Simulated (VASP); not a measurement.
Rb (bcc) is relaxed at rising pressure, each step from the one before. Symmetry mostly holds the structure type, and other phases were not tried. The mesh follows the cell, and a change of mesh leaves a small step in the series.

Here is the system:

```cif
data_Rb2
_chemical_formula_sum 'Rb2'
_space_group_name_H-M_alt 'Im-3m'
_space_group_IT_number 229
_space_group_name_Hall '-I 4 2 3'
_cell_length_a 5.67242
_cell_length_b 5.67242
_cell_length_c 5.67242
_cell_angle_alpha 90.000
_cell_angle_beta 90.000
_cell_angle_gamma 90.000
loop_
_atom_site_label
_atom_site_type_symbol
_atom_site_symmetry_multiplicity
_atom_site_Wyckoff_symbol
_atom_site_fract_x
_atom_site_fract_y
_atom_site_fract_z
_atom_site_occupancy
Rb1 Rb 2 a 0.00000 0.00000 0.00000 1
```
(The calculation used a cell of 1 atom; values per cell refer to that cell.)

Calculation: PBE GGA, VASP's PBE PAW potentials (set 64) (plane waves; VASP). Settings: 500 eV cut-off, 9×9×9 Γ-centred mesh, first-order Methfessel-Paxton smearing of 0.10 eV, potentials Rb_sv.

```tsv
P (GPa)	V (Å³/atom)	H − H(0) (eV/atom)	space group	gap on the mesh (eV)	k-mesh
0	91.26	0.000	Im-3m	0.00	9×9×9
5	49.78	1.960	Im-3m	0.00	11×11×11
10	39.32	3.334	Im-3m	0.00	12×12×12
20	(withheld)	(withheld)	Im-3m	0.00	13×13×13
30	(withheld)	(withheld)	Im-3m	0.00	14×14×14
45	19.24	8.944	Im-3m	0.00	15×15×15
```

Problem. Complete the blanks.

Solution. 
- 20, V (Å³/atom): 28.31
- 20, H − H(0) (eV/atom): 5.406
- 30, V (Å³/atom): 22.88
- 30, H − H(0) (eV/atom): 6.991

Pressures at which the relaxation failed are left out.

The compound is Rb in the bcc structure.
